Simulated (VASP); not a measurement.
Write the native input for VASP 6.6.1 that does the following.

```yaml
Task: single point
Functional: LDA
Potentials_or_basis: VASP PAW LDA potentials, release 64 (Tl_d, Cu, Cl)
Cutoff: 520 eV
k_mesh: 5 × 5 × 5
Occupations: fermi-dirac, width 0.1 eV
Spin: no spin polarisation
Dipole_correction: no
Further_INCAR_settings: ALGO = Normal; EDIFF = 1e-06; NBANDS = 30
```

The structure of TlCuCl3 lies in POSCAR:

```
TlCuCl3
1.0
    4.8201365700      0.0000000000      0.0000000000
    0.0000000000      4.8201365700      0.0000000000
    0.0000000000      0.0000000000      4.8201365700
Tl Cu Cl
1 1 3
Direct
    0.0000000000      0.0000000000      0.0000000000
    0.5000000000      0.5000000000      0.5000000000
    0.0000000000      0.5000000000      0.5000000000
    0.5000000000      0.0000000000      0.5000000000
    0.5000000000      0.5000000000      0.0000000000
```

The cell comes from a database or a generator and needn't be the stable form of this composition.

The input as run:

INCAR

```
PREC = Accurate
ENCUT = 520
EDIFF = 1E-6
ISMEAR = -1
SIGMA = 0.1
LREAL = F
LASPH = T
NELM = 100
ALGO = Normal
ISIF = 2
LWAVE = F
LCHARG = T
LELF = T
LVHAR = T
NBANDS = 30
```

KPOINTS

```
regular mesh
0
Gamma
  5 5 5
```

Potentials or basis: VASP PAW LDA potentials, release 64 (Tl_d, Cu, Cl).

Run with:

```console
$ cat potpaw_LDA.64/Tl_d/POTCAR potpaw_LDA.64/Cu/POTCAR potpaw_LDA.64/Cl/POTCAR > POTCAR
$ mpirun -np 1 vasp_std > vasp.out
```

Results of the run:

```
Pressure               : -4.4 GPa
Band gap on the k mesh : none (metal or under the smearing width)
```

Caveat: an odd number of electrons without spin polarisation forces a metal; a magnetic or distorted state may lie lower; the run has no spin polarisation, though such a crystal can be magnetic; semilocal functionals often make such compounds metallic where correlation or magnetic order opens a gap, which also shifts bond lengths.

It took 28 s on 1 thread of Intel(R) Xeon(R) Platinum 8488C (Sapphire Rapids), with other jobs on the host, peak memory 0.18 GiB.
